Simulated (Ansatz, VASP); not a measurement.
BeAl2 in VASP and in Ansatz

```xyz
6
Lattice="0.0000 3.6327 3.6327 3.6327 0.0000 3.6327 3.6327 3.6327 0.0000" Properties=species:S:1:pos:R:3 pbc="T T T"
Be    3.6327    3.6327    3.6327
Be    5.4491    5.4491    5.4491
Al    0.9082    0.9082    0.9082
Al    0.9082    2.7246    2.7246
Al    2.7246    2.7246    0.9082
Al    2.7246    0.9082    2.7246
```

Alike in both runs: functional PBE; k mesh 10 × 10 × 10; occupations gaussian, width 0.1 eV; no spin polarisation.

Ansatz relaxed the structure, and its values are those at the end. VASP's run is a single point on that final structure, the one shown.

```csv
,VASP,Ansatz
version,VASP 6.6.1,Ansatz 0.2.0
potentials or method,"VASP PAW PBE potentials, release 64 (Be, Al)","scalar-relativistic, plane waves, PAW"
plane-wave cutoff (eV),520,420
valence electrons in the cell,16,16
```

|  | VASP | Ansatz | Ansatz less VASP |
| --- | --- | --- | --- |
| gap on the k mesh at the Fermi level (eV) | none | none | - |
| pressure (GPa) | 0.0 | 0.0 | +0.01 |

A gap of «none» marks a metal or a gap that the smearing closes.
